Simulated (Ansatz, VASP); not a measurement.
## SnTe2 in two plane-wave programs

One calculation is typed for both programs; each brings its own data sets. How far apart do they land? The cell is generated by rule, not measured, and may not be a known phase. The cell is taken from a series of runs on this material, whose earlier steps may have relaxed, scaled, displaced or heated it; both programs get it as it stands.

Method: plane waves, with VASP 6.6.1 beside it; single point at PBE, in Ansatz 0.2.0.

### Step 1. The structure

Symmetry: P4_2/mnm, No. 136, tetragonal system. The conventional cell has a = 6.757 Å, b = 6.757 Å, c = 4.358 Å, α = 90.00°, β = 90.00°, γ = 90.00°. Sn has 6 Te at 2.87 to 2.91 Å nearest. Nearest to Te lie 3 Sn at 2.87 to 2.91 Å. Farther neighbours and most contacts between anions are not listed.

Structure file:

```cif
data_structure
_symmetry_space_group_name_H-M 'P 1'
_symmetry_Int_Tables_number 1
_cell_length_a 6.7570
_cell_length_b 6.7570
_cell_length_c 4.3583
_cell_angle_alpha 90.000
_cell_angle_beta 90.000
_cell_angle_gamma 90.000
_cell_volume 198.99
loop_
_atom_site_label
_atom_site_type_symbol
_atom_site_fract_x
_atom_site_fract_y
_atom_site_fract_z
_atom_site_occupancy
Sn1 Sn 0.00000 0.00000 0.00000 1
Sn2 Sn 0.50000 0.50000 0.50000 1
Te3 Te 0.30500 0.30500 0.00000 1
Te4 Te 0.69500 0.69500 0.00000 1
Te5 Te 0.80500 0.19500 0.50000 1
Te6 Te 0.19500 0.80500 0.50000 1
```

### Step 2. Ansatz: single point, PBE, pair 1

Ansatz runs on its default PAW (the set named soft_2) files.

With cell and atoms fixed, the geometry can't cause a difference; cores, projectors, grids and the points listed under the comparison can.

input.yaml reads:

```yaml
crystal:
  lattice:
    - [6.757, 0.0, 0.0]
    - [0.0, 6.757, 0.0]
    - [0.0, 0.0, 4.35826]
  atoms:
    - { symbol: Sn, position: [0.0, 0.0, 0.0] }
    - { symbol: Sn, position: [0.5, 0.5, 0.5] }
    - { symbol: Te, position: [0.305, 0.305, 0.0] }
    - { symbol: Te, position: [0.695, 0.695, 0.0] }
    - { symbol: Te, position: [0.805, 0.195, 0.5] }
    - { symbol: Te, position: [0.195, 0.805, 0.5] }
kpoints:
  mp_grid: { grid: [4, 4, 4] }
hamiltonian:
  xc: pbe
scf:
  occupations: { method: gaussian, width: 0.1 }
output:
  forces: true
  stress: true
  eigenvalues: true
```

Command:

```sh
$ ansatz run input.yaml --threads 4 --pin off --max-ram 14336MiB --backend cpu --events-out ev --progress --plain --runs-dir out
```

Numbers of over 12 decimals in the logs are rounded to 6 here.

Log:

```text
Engine: ansatz 0.2.0, aarch64-unknown-linux-gnu
Pseudopotentials: kind: paw
Pseudopotential: Sn, paw, valence charge 14, recommended cutoff 420 eV (normal), Sn.paw.azcp
Pseudopotential: Te, paw, valence charge 16, recommended cutoff 420 eV (normal), Te.paw.azcp
Functional definition: PBE
  parameter kappa = 0.804
  parameter beta = 0.066725
  exchange = pbe_x(kappa = kappa, mu = beta*pi^2/3)
  correlation = pbe_c(beta = beta)
Crystal: 6 atoms, lattice volume = 198.985 Å³
Basis set: ecut = 420 eV, 3927 PW (Γ), exchange–correlation on 96×96×60 points (8 copies of the dense FFT grid, shifted against one another)
Bands: 56, of which v1, the nominal top of the filled ones, is band 46 counted from 1 (45 counted from 0)
Symmetry: 16 space group operations
Space group: P42/mnm (ITA 136), of the structure as read, at distance tolerance 5.8e-5 Å
k-points: 18 of 64
Non-local potential: Sn, projectors of the file, l = 0: 2, l = 1: 2, l = 2: 2, l = 3: 2
Non-local potential: Te, projectors of the file, l = 0: 2, l = 1: 2, l = 2: 2, l = 3: 2
PAW form: soft (Blöchl's): semilocal exchange-correlation on the pseudo side does not see the compensation charge
PAW one-centre angular grid: Sn, 590 points (default); XC on 64 Gauss nodes
PAW one-centre angular grid: Te, 590 points (default); XC on 64 Gauss nodes
Initial density: superposition of atomic densities (neutral atoms: chi_scale 0, normalization atom), corrected by the library's trained network
Initial wavefunctions: pseudopotential atomic-orbital guess
Functional: x = pbe(κ = 0.804, μ = 0.219515), c = pbe(β = 0.066725)
SCF iter   1: F=—  HF=-39967.378282 eV  |F-HF|=—  |Δ(HF+E_count)|=         —  Δρ=1.74e-3  dr2=4.62e-3  ethr=1.77e-3  ⟨swp⟩=7.8  Hψ=4179  notcnv=0  defer=20
preconditioner: auto → LDOS  [metal: Δε(μ)=0.010 eV  Ē_g=8.680 eV  σ=0.100 eV  W_gap=0.06  n_scr=46 (ndim 8)  ℏωp=14.9 eV  f_vac=0.056  D(μ)=6.08/eV (n_scr^D=38)  β→1.0]
SCF iter   2: F=—  HF=-39967.376566 eV  |F-HF|=—  |Δ(HF+E_count)|=   1.72e-3  Δρ=6.64e-4  dr2=8.64e-4  ethr=5.02e-6  ⟨swp⟩=2.1  Hψ=2002  notcnv=0  defer=33
SCF iter   3: F=—  HF=-39967.376194 eV  |F-HF|=—  |Δ(HF+E_count)|=   3.72e-4  Δρ=3.58e-4  dr2=1.50e-4  ethr=9.39e-7  ⟨swp⟩=2.0  Hψ=1780  notcnv=0  defer=33
SCF iter   4: F=—  HF=-39967.376122 eV  |F-HF|=—  |Δ(HF+E_count)|=   7.25e-5  Δρ=1.48e-4  dr2=2.63e-5  ethr=1.63e-7  ⟨swp⟩=2.0  Hψ=1273  notcnv=0  defer=33
SCF iter   5: F=—  HF=-39967.376093 eV  |F-HF|=—  |Δ(HF+E_count)|=   2.91e-5  Δρ=4.80e-5  dr2=2.61e-6  ethr=2.86e-8  ⟨swp⟩=2.0  Hψ=1779  notcnv=0  defer=33
SCF iter   6: F=—  HF=-39967.376091 eV  |F-HF|=—  |Δ(HF+E_count)|=   1.30e-6  Δρ=9.44e-6  dr2=1.08e-7  ethr=2.84e-9  ⟨swp⟩=2.0  Hψ=1310  notcnv=0  defer=33
SCF iter   7: F=-39967.376091 eV  HF=-39967.376091 eV  |F-HF|=7.49e-10  |Δ(HF+E_count)|=   6.38e-8  Δρ=9.30e-7  dr2=1.15e-9  ethr=1.09e-10  ⟨swp⟩=12.4  Hψ=4770  notcnv=0
SCF 1 converged in 7 iterations: F = -39967.376091 eV  dr2 = 1.15e-9
  greatest PAW one-centre occupation: 0.998 electrons in one spin orbital (limit 2), on the Te atom at site 5 (counted from 0), in its partial waves of l = 2
SCF converged after 7 iterations
Free energy (F): -39967.376091 eV
Harris-Foulkes:  -39967.376091 eV  (|F-HF|=7.49e-10)
Internal energy: -39967.344172 eV  (E = F + TS)
E sigma→0 (E₀):  -39967.360131 eV
Entropy (-TS):   -0.031920 eV (-5.320 meV/atom)
Fermi energy:    8.185867 eV
--- Per-component energies (eV) ---
  E_band       = -1298.794211
  E_kinetic    = 1099.409326
  E_local      = -7655.590539  (includes V_loc(G=0)·N_el)
  E_nonlocal   = -1303.293424
  E_hartree    = 4703.686998
  E_xc         = -1261.516792
  E_vxc        = -608.043529  (∫ρ·V_xc dr)
  E_paw        = -26927.400282  (= ΣΔE_a)
  E_vpaw       = -2238.648134  (= ΣTr[D̂ρ^β])
  E_aug_tail   = -0.000653  (compensation charges beyond the density's cutoff)
  E_ewald      = -8622.638806
  E_smearing   = -0.031920  (= −TS)
  E_closure    = -0.000000  (closes the sum)
  Σ components = -39967.376091   (vs F -39967.376091, Δ=0.00e0)
--- Forces (eV/Å), atoms counted from 1 ---
  atom   1  Sn     0.00000000    -0.00000000     0.00000000
  atom   2  Sn     0.00000000     0.00000000     0.00000000
  atom   3  Te    -0.23513293    -0.23513293     0.00000000
  atom   4  Te     0.23513293     0.23513293     0.00000000
  atom   5  Te    -0.23513293     0.23513293     0.00000000
  atom   6  Te     0.23513293    -0.23513293     0.00000000
  max |Σ_I F_I| component: 2.78e-17 eV/Å
--- Stress (GPa, compression-positive) ---
        4.571979       0.000000       0.000000
        0.000000       4.571979       0.000000
        0.000000       0.000000       5.332021
  P = ⅓ Tr σ = 4.8253 GPa (48.253 kbar)
--- Band table (eV; the first three rows and the last of 18) ---
  k-point 0: bands = [... 42 lower, 7.3258, 7.3258, 8.1751, 8.1751, 8.6248, 8.8584, 10.0814, 10.0814, ... 6 higher]
  k-point 1: bands = [... 42 lower, 5.6122, 7.8256, 7.8256, 8.1546, 8.3068, 9.9201, 11.4992, 11.9148, ... 6 higher]
  k-point 2: bands = [... 42 lower, 6.7309, 6.7309, 6.9104, 6.9104, 8.6346, 8.6346, 12.9820, 12.9820, ... 6 higher]
  k-point 17: bands = [... 42 lower, 7.3841, 7.3841, 7.6611, 7.6611, 8.3163, 8.3163, 11.8955, 11.8955, ... 6 higher]
```

The run ends at a pressure of 4.83 GPa, with forces up to 0.33 eV/Å.

### Step 3. VASP: single point, PBE, pair 1

The same cell, functional, mesh and smearing now go to VASP, with its own data sets.

Lines of VASP's logs that name or quote its potential files are left out, and so is its time.

INCAR reads:

```
SYSTEM = SnTe2
PREC = Accurate
ENCUT = 500
EDIFF = 1E-06
NELM = 120
ISMEAR = 0
SIGMA = 0.1
LREAL = .FALSE.
ALGO = Normal
GGA = PE
NBANDS = 32
LORBIT = 11
LWAVE = .FALSE.
LCHARG = .FALSE.
ISIF = 2
LASPH = .TRUE.
GGA_COMPAT = .FALSE.
KPAR = 2
```

POSCAR reads:

```
SnTe2
1.0
    6.7570000000      0.0000000000      0.0000000000
    0.0000000000      6.7570000000      0.0000000000
    0.0000000000      0.0000000000      4.3582600000
Sn Te
2 4
Direct
    0.0000000000      1.0000000000      0.0000000000
    0.5000000000      0.5000000000      0.5000000000
    0.3050000000      0.3050000000      0.0000000000
    0.6950000000      0.6950000000      0.0000000000
    0.8050000000      0.1950000000      0.5000000000
    0.1950000000      0.8050000000      0.5000000000
```

KPOINTS reads:

```
Automatic mesh
0
Gamma
4 4 4
0 0 0
```

PAW data sets: Sn_d and Te (PBE family, release 64).

Command:

```sh
$ mpirun -np 2 vasp_std
```

Log:

```text
[banner, memory and clock lines left out]
running    2 mpi-ranks, on    1 nodes
 distrk:  each k-point on    1 cores,    2 groups
 distr:  one band on    1 cores,    1 groups

 POSCAR found type information on POSCAR SnTe
 POSCAR found :  2 types and       6 ions
 LDA part: xc-table for (Slater+PW92), standard interpolation
 POSCAR, INCAR and KPOINTS ok, starting setup
 FFT: planning ... GRIDC
 FFT: planning ... GRID_SOFT
 FFT: planning ... GRID
 WAVECAR not read
 entering main loop
       N       E                     dE             d eps       ncg     rms          rms(c)
DAV:   1     0.446049576243E+03    0.44605E+03   -0.22125E+04  1152   0.166E+03
DAV:   2     0.418083427112E+02   -0.40424E+03   -0.39431E+03  1176   0.423E+02
DAV:   3    -0.166564956675E+02   -0.58465E+02   -0.57220E+02  1376   0.152E+02
DAV:   4    -0.195398992637E+02   -0.28834E+01   -0.28631E+01  1392   0.358E+01
DAV:   5    -0.196482803038E+02   -0.10838E+00   -0.10836E+00  1712   0.726E+00    0.929E+00
DAV:   6    -0.194025902676E+02    0.24569E+00   -0.53072E-01  1464   0.606E+00    0.652E+00
DAV:   7    -0.193964201357E+02    0.61701E-02   -0.24828E-01  1496   0.264E+00    0.817E-01
DAV:   8    -0.193862659643E+02    0.10154E-01   -0.65332E-02  1416   0.195E+00    0.527E-01
DAV:   9    -0.193870794946E+02   -0.81353E-03   -0.78818E-03  1392   0.767E-01    0.111E-01
DAV:  10    -0.193866175538E+02    0.46194E-03   -0.16224E-03  1448   0.354E-01    0.294E-02
DAV:  11    -0.193866721811E+02   -0.54627E-04   -0.30994E-04  1528   0.904E-02    0.490E-02
DAV:  12    -0.193866677712E+02    0.44099E-05   -0.69658E-05  1432   0.570E-02    0.169E-02
DAV:  13    -0.193866671387E+02    0.63251E-06   -0.10189E-05  1200   0.211E-02    0.815E-03
DAV:  14    -0.193866674107E+02   -0.27199E-06   -0.71764E-07   896   0.558E-03
   1 F= -.19386667E+02 E0= -.19370810E+02  d E =-.317154E-01
```

OUTCAR, selected parts (step 3):

```text
ion  position               nearest neighbor table
   1  0.000  0.000  0.000-   5 2.87   6 2.87   5 2.87   6 2.87   3 2.91   4 2.91
   2  0.500  0.500  0.500-   3 2.87   4 2.87   3 2.87   4 2.87   5 2.91   6 2.91
   3  0.305  0.305  0.000-   2 2.87   2 2.87   1 2.91
   4  0.695  0.695  0.000-   2 2.87   2 2.87   1 2.91
   5  0.805  0.195  0.500-   1 2.87   1 2.87   2 2.91
   6  0.195  0.805  0.500-   1 2.87   1 2.87   2 2.91

  LATTYP: Found a simple tetragonal cell.
 ALAT       =     6.7570000000
 C/A-ratio  =     0.6449992600

 Subroutine GETGRP returns: Found 16 space group operations
 (whereof  8 operations were pure point group operations)

The static configuration has the point symmetry D_2h.
 The point group associated with its full space group is D_4h.

 Found     18 irreducible k-points:

   k-points           NKPTS =     18   k-points in BZ     NKDIM =     18   number of bands    NBANDS=     32

   dimension x,y,z NGX =    50 NGY =   50 NGZ =   32
   dimension x,y,z NGXF=   100 NGYF=  100 NGZF=   64

   ENCUT  =  500.0 eV  36.75 Ry    6.06 a.u.  12.32 12.32  7.95*2*pi/ulx,y,z

   NELECT =      52.0000    total number of electrons

 k-points in reciprocal lattice and weights: Automatic mesh
   0.00000000  0.00000000  0.00000000       0.016
   0.25000000  0.00000000  0.00000000       0.062
   0.50000000  0.00000000  0.00000000       0.031
   0.25000000  0.25000000  0.00000000       0.062
   0.50000000  0.25000000  0.00000000       0.062
   0.50000000  0.50000000  0.00000000       0.016
   0.00000000  0.00000000  0.25000000       0.031
   0.25000000  0.00000000  0.25000000       0.125
   0.50000000  0.00000000  0.25000000       0.062
[...]
0.50000000  0.25000000  0.50000000       0.062
   0.50000000  0.50000000  0.50000000       0.016

 average (electrostatic) potential at core
       1-101.8857       2-101.8857       3 -88.5985       4 -88.5985       5 -88.5985
       6 -88.5985

 E-fermi :   5.5161

 k-point     1 :       0.0000    0.0000    0.0000
  band No.  band energies     occupation
    ...
     22       4.0871      2.00000
     23       4.6593      2.00000
     24       4.6593      2.00000
     25       5.5063      1.11021
     26       5.5063      1.11021
     27       5.9528      0.00000
     28       6.1882      0.00000
     29       7.4082      0.00000
     30       7.4082      0.00000
     31       8.2375      0.00000
    ...

 k-point     2 :       0.2500    0.0000    0.0000
  band No.  band energies     occupation
    ...
     22       3.8879      2.00000
     23       4.7264      2.00000
     24       4.8239      2.00000
     25       5.2058      1.99999
     26       5.5125      1.04085
     27       5.8183      0.00002
     28       5.9924      0.00000
     29       7.4882      0.00000
     30       7.8515      0.00000
     31       8.4163      0.00000
    ...

 k-point     3 :       0.5000    0.0000    0.0000
  band No.  band energies     occupation
    ...
     22       3.6410      2.00000
     23       4.8520      2.00000
     24       4.8520      2.00000
     25       5.2962      1.99813
     26       5.2962      1.99813
     27       5.7536      0.00078
     28       5.7536      0.00078
     29       7.9961      0.00000
     30       7.9961      0.00000
     31       8.6268      0.00000
    ...

  Total        5.6498441      5.6498441      6.6336205      0.0000000      0.0000000      0.0000000
  in kB       45.4910614     45.4910614     53.4121713      0.0000000      0.0000000      0.0000000
  external PRESSURE =      48.1314313 kB  Pullay stress =       0.0000000 kB

  energy-cutoff  :      500.00
  volume of cell :      198.99
      direct lattice vectors                 reciprocal lattice vectors
     6.757000000  0.000000000  0.000000000     0.147994672  0.000000000  0.000000000
     0.000000000  6.757000000  0.000000000     0.000000000  0.147994672  0.000000000
     0.000000000  0.000000000  4.358260000     0.000000000  0.000000000  0.229449367

 POSITION                                       TOTAL-FORCE (eV/Angst)
 -----------------------------------------------------------------------------------
      0.00000      0.00000      0.00000         0.000000      0.000000      0.000000
      3.37850      3.37850      2.17913         0.000000      0.000000      0.000000
      2.06088      2.06088      0.00000        -0.237279     -0.237279     -0.000000
      4.69612      4.69612      0.00000         0.237279      0.237279      0.000000
      5.43938      1.31762      2.17913        -0.237279      0.237279      0.000000
      1.31762      5.43938      2.17913         0.237279     -0.237279     -0.000000
 -----------------------------------------------------------------------------------
    total drift:                               -0.000000     -0.000000      0.000000

  FREE ENERGIE OF THE ION-ELECTRON SYSTEM (eV)
  ---------------------------------------------------
  free  energy   TOTEN  =       -19.3866674107 eV

  energy  without entropy=      -19.3549520152  energy(sigma->0) =      -19.37080971

 total charge
# of ion       s       p       d       tot
------------------------------------------
    1        1.157   1.004  10.062  12.222
    2        1.157   1.004  10.062  12.222
    3        1.392   1.971   0.028   3.391
    4        1.392   1.971   0.028   3.391
    5        1.392   1.971   0.028   3.391
    6        1.392   1.971   0.028   3.391
--------------------------------------------------
tot          7.880   9.894  20.234  38.009

[... 3 further parts left out ...]
```

The run ends at a pressure of 4.81 GPa, with forces up to 0.34 eV/Å.

### Step 4. Differences

Known differences besides the potentials themselves: the data sets hold 92 valence electrons in Ansatz (on its default PAW (the set named soft_2) files) and 52 in VASP; the cutoff is 420 eV in Ansatz and 500 eV in VASP. Total energies have different zeros and are not compared.

Both answers:

```
      quantity  Ansatz  VASP  difference
pressure (GPa)    4.83  4.81       +0.01
```

Forces (eV/Å; atoms numbered as in POSCAR):

| atom | Ansatz x, y, z | VASP x, y, z |
| --- | --- | --- |
| Sn1 | 0.000, 0.000, 0.000 | 0.000, 0.000, 0.000 |
| Sn2 | 0.000, 0.000, 0.000 | 0.000, 0.000, 0.000 |
| Te3 | -0.235, -0.235, 0.000 | -0.237, -0.237, 0.000 |
| Te4 | 0.235, 0.235, 0.000 | 0.237, 0.237, 0.000 |
| Te5 | -0.235, 0.235, 0.000 | -0.237, 0.237, 0.000 |
| Te6 | 0.235, -0.235, 0.000 | 0.237, -0.237, 0.000 |

The forces differ by 1.4 meV/Å r.m.s., which is 0.9 % of the r.m.s. force of 0.158 eV/Å (both taken over all components).

### Step 5. VASP: single point, PBE, pair 2

With cell and atoms fixed, the geometry can't cause a difference; cores, projectors, grids and the points listed under the comparison can. This pair takes another cell of the material, with 12 atoms against 6 for the pair before.

Changes to INCAR since step 3:

```diff
@@ -5,4 +5,4 @@
 NELM = 120
-ISMEAR = 0
-SIGMA = 0.1
+ISMEAR = 1
+SIGMA = 0.2
 LREAL = .FALSE.
@@ -10,3 +10,3 @@
 GGA = PE
-NBANDS = 32
+NBANDS = 64
 LORBIT = 11
```

POSCAR reads:

```
SnTe2
1.0
    0.0000000000      0.0000000000     -4.4240602484
   -7.0577214653     -7.0577214653      0.0000000000
   -7.0577214653      7.0577214653      0.0000000000
Sn Te
4 8
Direct
    0.0000000000      0.5050554799      0.4999046562
    0.0000000000      0.9949445201      0.0000953438
    0.5000000000      0.9999046562      0.4949445201
    0.5000000000      0.5000953438      0.0050554799
    0.0000000000      0.1983621933      0.5080035046
    0.0000000000      0.6974991876      0.9919964954
    0.0000000000      0.8025008124      0.5080035046
    0.0000000000      0.3016378067      0.9919964954
    0.5000000000      0.0080035046      0.1974991876
    0.5000000000      0.4919964954      0.6983621933
    0.5000000000      0.0080035046      0.8016378067
    0.5000000000      0.4919964954      0.3025008124
```

KPOINTS reads:

```
Automatic mesh
0
Gamma
8 4 4
0 0 0
```

Command:

```sh
$ mpirun -np 2 vasp_std
```

Log:

```text
[banner, memory and clock lines left out]
running    2 mpi-ranks, on    1 nodes
[...]
LDA part: xc-table for (Slater+PW92), standard interpolation
 POSCAR, INCAR and KPOINTS ok, starting setup
[...]
entering main loop
       N       E                     dE             d eps       ncg     rms          rms(c)
DAV:   1     0.948406614851E+03    0.94841E+03   -0.42354E+04  3840   0.161E+03
DAV:   2     0.113248493305E+03   -0.83516E+03   -0.81145E+03  4024   0.400E+02
DAV:   3    -0.295602557075E+02   -0.14281E+03   -0.13840E+03  4496   0.171E+02
DAV:   4    -0.395775163138E+02   -0.10017E+02   -0.98148E+01  4408   0.452E+01
[...]
DAV:  12    -0.395371351248E+02   -0.15972E-04   -0.25436E-05  3752   0.178E-02    0.170E-02
DAV:  13    -0.395371454125E+02   -0.10288E-04   -0.19399E-05  3752   0.144E-02    0.888E-03
DAV:  14    -0.395371461234E+02   -0.71087E-06   -0.90080E-07  2656   0.422E-03
   1 F= -.39537146E+02 E0= -.39537884E+02  d E =0.221233E-02
```

From OUTCAR (step 5):

```text
  Total       -0.1425618     -0.1425618     -0.0782207     -0.0000001      0.0000000      0.0000000
  in kB       -0.5182432     -0.5182432     -0.2843492     -0.0000004      0.0000000      0.0000000
  external PRESSURE =      -0.4402786 kB  Pullay stress =       0.0000000 kB

 POSITION                                       TOTAL-FORCE (eV/Angst)
 -----------------------------------------------------------------------------------
     -7.09273     -0.03635      0.00000        -0.050939     -0.050760     -0.000000
     -7.02271     -7.02137      0.00000         0.050939      0.050760     -0.000000
    -10.55023     -3.56387     -2.21203         0.050760     -0.050939     -0.000000
     -3.56521     -3.49385     -2.21203        -0.050760      0.050939      0.000000
     -4.98533      2.18536      0.00000        -0.097435      0.095013     -0.000000
    -11.92399      2.07848      0.00000         0.109922     -0.084568     -0.000000
     -9.24917     -2.07848      0.00000        -0.109922      0.084568      0.000000
     -9.13011      4.87236      0.00000         0.097435     -0.095013     -0.000000
     -1.45038      1.33741     -2.21203        -0.084568     -0.109922      0.000000
     -8.40122      1.45647     -2.21203         0.095013      0.097435     -0.000000
     -5.71422      5.60125     -2.21203        -0.095013     -0.097435     -0.000000
     -5.60734     -1.33741     -2.21203         0.084568      0.109922     -0.000000
 -----------------------------------------------------------------------------------
    total drift:                               -0.000000     -0.000000     -0.000000

  FREE ENERGIE OF THE ION-ELECTRON SYSTEM (eV)
  ---------------------------------------------------
  free  energy   TOTEN  =       -39.5371461234 eV

  energy  without entropy=      -39.5393584505  energy(sigma->0) =      -39.53788357

[... 3 further parts left out ...]
[key lines of the parts left out:]
E-fermi :   4.3883
```

The run ends at a pressure of -0.04 GPa, with forces up to 0.14 eV/Å.

(Part 1 of 2 ends here.)

[Lines on the potential files, build, host, timing and source positions are cut from VASP's logs without a mark.]

[Logs are printed without paths, hosts, clocks, repeated set-up lines and the standing remarks that a program may print on its own settings, such as how far it seeks lower states.]

[Hosts, paths, dates, database ids (printed as entryN), source tags and the programs' standing remarks are cut or masked in the printed files.]
